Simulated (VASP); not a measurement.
Input:

```xyz
2
Lattice="0.0000 2.7818 2.7818 2.7818 0.0000 2.7818 2.7818 2.7818 0.0000" Properties=species:S:1:pos:R:3 pbc="T T T"
Ba     0.0000     0.0000     0.0000
S      2.7818     2.7818     2.7818
```

Level of theory: PBEsol GGA, VASP's PBE PAW potentials (set 64) (plane waves; VASP). Run with 500 eV cut-off, 11×11×11 Γ-centred mesh, first-order Methfessel-Paxton smearing of 0.10 eV, potentials Ba_sv S.

**Question.** Estimate the energy per atom (σ→0), pressure.

**Answer.** 
```json
{
  "energy per atom (σ→0)": "-4308 meV/atom",
  "pressure": "45.11 GPa"
}
```

The absolute energy has meaning only against runs of the same code, potentials and settings.

The structure was generated: BaS was put into the rock salt type (Fm-3m), which need not be its known phase. It was relaxed first under an external pressure of 45 GPa.
